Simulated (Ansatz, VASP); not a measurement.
## GeBr2: VASP beside Ansatz

Wanted: the spread between two codes on one cell, functional and k mesh. The cell is generated by rule, not measured, and may not be a known phase. The cell is taken from a series of runs on this material, whose earlier steps may have relaxed, scaled, displaced or heated it; both programs get it as it stands.

Method: plane waves, with VASP 6.6.1 beside it; relaxation of cell and atoms at PBEsol, in Ansatz 0.2.0.

**1. The starting structure**

Symmetry: Pmmn, No. 59, orthorhombic system. The conventional cell has a = 3.883 Å, b = 7.116 Å, c = 6.787 Å, α = 90.00°, β = 90.00°, γ = 90.00°. Nearest to Ge lie 6 Br at 2.78 to 2.84 Å. Br has 3 Ge at 2.78 to 2.84 Å nearest. Farther neighbours and most contacts between anions are not listed.

**2. VASP: relaxation of cell and atoms, PBEsol, pair 1**

The relaxed volume is the usual yardstick between codes: in a stiff, nearly cubic crystal its relative difference is about their pressure difference at one cell divided by the bulk modulus.

Lines of VASP's logs that name or quote its potential files are left out, and so is its time.

INCAR

```
SYSTEM = GeBr2
PREC = Accurate
ENCUT = 500
EDIFF = 1E-07
NELM = 120
ISMEAR = 0
SIGMA = 0.01
LREAL = .FALSE.
ALGO = Normal
GGA = PS
NBANDS = 34
LORBIT = 11
LWAVE = .FALSE.
LCHARG = .FALSE.
ISIF = 3
IBRION = 2
NSW = 80
EDIFFG = -0.005
LASPH = .TRUE.
GGA_COMPAT = .FALSE.
NELMIN = 4
EFERMI = MIDGAP
KPAR = 2
```

POSCAR

```
GeBr2
1.0
    3.8829640000      0.0000000000      0.0000000000
    0.0000000000      7.1156330000      0.0000000000
    0.0000000000      0.0000000000      6.7871030000
Ge Br
2 4
Direct
    0.0000000000      0.4999999297      0.0788834352
    0.5000000000      0.0000000000      0.9211165648
    0.0000000000      0.2492202732      0.7641896697
    0.5000000000      0.7492202029      0.2358104776
    0.0000000000      0.7507797268      0.7641896697
    0.5000000000      0.2507797971      0.2358104776
```

KPOINTS

```
Automatic mesh
0
Gamma
6 4 4
0 0 0
```

Potentials, in the order of the species: Ge_d and Br (PBE family, release 64).

Run with:

```bash
> mpirun -np 2 vasp_std
```

Numbers of over 12 decimals in the logs are rounded to 6 here.

Log:

```text
[banner, memory and clock lines left out]
running    2 mpi-ranks, on    1 nodes
 distrk:  each k-point on    1 cores,    2 groups
 distr:  one band on    1 cores,    1 groups

 POSCAR found type information on POSCAR GeBr
 POSCAR found :  2 types and       6 ions
|                                                                             |
|               ----> ADVICE to this user running VASP <----                  |
|                                                                             |
|     You enforced a specific xc type in the INCAR file but a different       |
|     [... a line on the potential file left out ...]
|     I HOPE YOU KNOW WHAT YOU ARE DOING!                                     |
|                                                                             |

 LDA part: xc-table for (Slater+PW92), standard interpolation
 POSCAR, INCAR and KPOINTS ok, starting setup
 FFT: planning ... GRIDC
 FFT: planning ... GRID_SOFT
 FFT: planning ... GRID
 WAVECAR not read
 entering main loop
       N       E                     dE             d eps       ncg     rms          rms(c)
DAV:   1     0.564628053536E+03    0.56463E+03   -0.25462E+04  3126   0.259E+03
DAV:   2     0.812717156307E+02   -0.48336E+03   -0.47126E+03  2720   0.711E+02
DAV:   3    -0.147692185764E+02   -0.96041E+02   -0.93756E+02  3050   0.185E+02
DAV:   4    -0.204057710929E+02   -0.56366E+01   -0.56025E+01  2750   0.542E+01
DAV:   5    -0.205610598498E+02   -0.15529E+00   -0.15500E+00  2888   0.923E+00    0.725E+00
DAV:   6    -0.200947173657E+02    0.46634E+00   -0.74065E-01  3334   0.645E+00    0.438E+00
DAV:   7    -0.200818108322E+02    0.12907E-01   -0.28021E-01  2950   0.235E+00    0.137E+00
DAV:   8    -0.200826691552E+02   -0.85832E-03   -0.31637E-02  3058   0.158E+00    0.238E-01
DAV:   9    -0.200833017620E+02   -0.63261E-03   -0.25986E-03  2754   0.392E-01    0.942E-02
DAV:  10    -0.200835975962E+02   -0.29583E-03   -0.45853E-04  3074   0.101E-01    0.439E-02
DAV:  11    -0.200837055913E+02   -0.10800E-03   -0.85788E-05  2506   0.491E-02    0.948E-03
DAV:  12    -0.200837141406E+02   -0.85493E-05   -0.13681E-05  2902   0.220E-02    0.480E-03
DAV:  13    -0.200837166170E+02   -0.24764E-05   -0.43537E-06  2526   0.129E-02    0.188E-03
DAV:  14    -0.200837167701E+02   -0.15308E-06   -0.53616E-07  2520   0.344E-03    0.658E-04
DAV:  15    -0.200837167647E+02    0.53697E-08   -0.25870E-08  1370   0.110E-03
   1 F= -.20083717E+02 E0= -.20083717E+02  d E =-.200837E+02
 curvature:   0.00 expect dE= 0.000E+00 dE for cont linesearch  0.000E+00
 trial: gam= 0.00000 g(F)=  0.118E-04 g(S)=  0.168E-05 ort = 0.000E+00 (trialstep = 0.100E+01)
 search vector abs. value=  0.135E-04
 bond charge predicted
       N       E                     dE             d eps       ncg     rms          rms(c)
DAV:   1    -0.200837384696E+02   -0.21700E-04   -0.11401E-03  2570   0.239E-01    0.284E-02
DAV:   2    -0.200837310463E+02    0.74233E-05   -0.79303E-05  2676   0.664E-02    0.123E-02
DAV:   3    -0.200837278316E+02    0.32147E-05   -0.64478E-06  3046   0.168E-02    0.533E-03
DAV:   4    -0.200837268860E+02    0.94556E-06   -0.74888E-07  2832   0.731E-03    0.250E-03
DAV:   5    -0.200837266392E+02    0.24683E-06   -0.12435E-07  1512   0.234E-03    0.123E-03
DAV:   6    -0.200837265801E+02    0.59071E-07   -0.24789E-08  1224   0.180E-03
   2 F= -.20083727E+02 E0= -.20083727E+02  d E =-.981540E-05
 trial-energy change:   -0.000010  1 .order   -0.000010   -0.000013   -0.000007
 step:   1.9786(harm=  1.9786)  dis= 0.00071  next Energy=   -20.083730 (dE=-0.134E-04)
 reached required accuracy - stopping structural energy minimisation
```

From OUTCAR (step 2):

```text
ion  position               nearest neighbor table
   1  0.000  0.500  0.079-   3 2.78   5 2.78   6 2.84   6 2.84   4 2.84   4 2.84
   2  0.500  0.000  0.921-   4 2.78   6 2.78   5 2.84   3 2.84   3 2.84   5 2.84
   3  0.000  0.249  0.764-   1 2.78   2 2.84   2 2.84
   4  0.500  0.749  0.236-   2 2.78   1 2.84   1 2.84
   5  0.000  0.751  0.764-   1 2.78   2 2.84   2 2.84
   6  0.500  0.251  0.236-   2 2.78   1 2.84   1 2.84

  LATTYP: Found a simple orthorhombic cell.
 ALAT       =     3.8829640000
 B/A-ratio  =     1.7479180853
 C/A-ratio  =     1.8325261321

 Subroutine GETGRP returns: Found  8 space group operations
 (whereof  4 operations were pure point group operations)

The static configuration has the point symmetry C_2v.
 The point group associated with its full space group is D_2h.

 Found     36 irreducible k-points:

   k-points           NKPTS =     36   k-points in BZ     NKDIM =     36   number of bands    NBANDS=     34

   dimension x,y,z NGX =    28 NGY =   54 NGZ =   50
   dimension x,y,z NGXF=    56 NGYF=  108 NGZF=  100

   ENCUT  =  500.0 eV  36.75 Ry    6.06 a.u.   7.08 12.97 12.37*2*pi/ulx,y,z

   NELECT =      56.0000    total number of electrons

 k-points in reciprocal lattice and weights: Automatic mesh
   0.00000000  0.00000000  0.00000000       0.010
   0.16666667  0.00000000  0.00000000       0.021
   0.33333333  0.00000000  0.00000000       0.021
   0.50000000  0.00000000  0.00000000       0.010
   0.00000000  0.25000000  0.00000000       0.021
   0.16666667  0.25000000  0.00000000       0.042
   0.33333333  0.25000000  0.00000000       0.042
   0.50000000  0.25000000  0.00000000       0.021
   0.00000000  0.50000000  0.00000000       0.010
[...]
0.33333333  0.50000000  0.50000000       0.021
   0.50000000  0.50000000  0.50000000       0.010

 average (electrostatic) potential at core
       1 -77.8489       2 -77.8489       3 -64.1089       4 -64.1089       5 -64.1089
       6 -64.1089

 E-fermi :   1.6461

 k-point     1 :       0.0000    0.0000    0.0000
  band No.  band energies     occupation
    ...
     24      -0.6104      2.00000
     25      -0.2846      2.00000
     26      -0.0934      2.00000
     27      -0.0674      2.00000
     28      -0.0618      2.00000
     29       2.5359      0.00000
     30       3.8908      0.00000
     31       4.2310      0.00000
     32       4.4562      0.00000
     33       4.9621      0.00000
    ...

 k-point     2 :       0.1667    0.0000    0.0000
  band No.  band energies     occupation
    ...
     24      -0.6404      2.00000
     25      -0.1436      2.00000
     26      -0.0106      2.00000
     27       0.0392      2.00000
     28       0.0581      2.00000
     29       3.0312      0.00000
     30       3.1890      0.00000
     31       4.6155      0.00000
     32       4.6926      0.00000
     33       5.0133      0.00000
    ...

 k-point     3 :       0.3333    0.0000    0.0000
  band No.  band energies     occupation
    ...
     24      -0.5154      2.00000
     25      -0.3346      2.00000
     26      -0.1208      2.00000
     27       0.0151      2.00000
     28       0.0548      2.00000
     29       2.9870      0.00000
     30       3.6067      0.00000
     31       4.1548      0.00000
     32       5.0509      0.00000
     33       5.1232      0.00000
    ...

  Total       -0.0048129     -0.0035951     -0.0030724      0.0000000      0.0000000      0.0000000
  in kB       -0.0411122     -0.0307095     -0.0262447      0.0000000      0.0000000      0.0000000
  external PRESSURE =      -0.0326888 kB  Pullay stress =       0.0000000 kB

  energy-cutoff  :      500.00
  volume of cell :      187.56
      direct lattice vectors                 reciprocal lattice vectors
     3.883152537  0.000000000  0.000000000     0.257522719  0.000000000  0.000000000
     0.000000000  7.116176619  0.000000000     0.000000000  0.140524899  0.000000000
     0.000000000  0.000000000  6.787599480     0.000000000  0.000000000  0.147327491

 POSITION                                       TOTAL-FORCE (eV/Angst)
 -----------------------------------------------------------------------------------
      0.00000      3.55809      0.53554        -0.000000      0.000000      0.002074
      1.94158      0.00000      6.25206        -0.000000      0.000000     -0.002074
      0.00000      1.77359      5.18666        -0.000000      0.000956     -0.004614
      1.94158      5.33168      1.60094         0.000000      0.000956      0.004614
      0.00000      5.34259      5.18666        -0.000000     -0.000956     -0.004614
      1.94158      1.78450      1.60094         0.000000     -0.000956      0.004614
 -----------------------------------------------------------------------------------
    total drift:                                0.000000      0.000203     -0.001277

  FREE ENERGIE OF THE ION-ELECTRON SYSTEM (eV)
  ---------------------------------------------------
  free  energy   TOTEN  =       -20.0837265801 eV

  energy  without entropy=      -20.0837265801  energy(sigma->0) =      -20.08372658

 reached required accuracy - stopping structural energy minimisation

 total charge
# of ion       s       p       d       tot
------------------------------------------
    1        1.416   0.566  10.019  12.000
    2        1.416   0.566  10.019  12.000
    3        1.614   3.182   0.017   4.813
    4        1.614   3.182   0.017   4.813
    5        1.614   3.182   0.017   4.813
    6        1.614   3.182   0.017   4.813
--------------------------------------------------
tot          9.287  13.860  20.106  43.253

[... 3 further parts left out ...]
```

CONTCAR:

```
GeBr2
   1.00000000000000
     3.8831525366902020    0.0000000000000000    0.0000000000000000
     0.0000000000000000    7.1161766188175015    0.0000000000000000
     0.0000000000000000    0.0000000000000000    6.7875994803472937
  Ge              Br
     2     4
Direct
     0.0000000000000000    0.4999999297000031    0.0788998512170476
     0.5000000000000000    0.0000000000000000    0.9211001487829524
     0.0000000000000000    0.2492335648451032    0.7641371011933961
     0.5000000000000000    0.7492334945450992    0.2358630461066036
     0.0000000000000000    0.7507664351548967    0.7641371011933961
     0.5000000000000000    0.2507665054549008    0.2358630461066036
```

The run keeps the 8 symmetry operations of its start, so it cannot find a distortion of lower symmetry.

(Continued in part 2 of 3.)

[Lines on the potential files, build, host, timing and source positions are cut from VASP's logs without a mark.]

[Logs are printed without paths, hosts, clocks, repeated set-up lines and the standing remarks that a program may print on its own settings, such as how far it seeks lower states.]

[Hosts, paths, dates, database ids (printed as entryN), source tags and the programs' standing remarks are cut or masked in the printed files.]
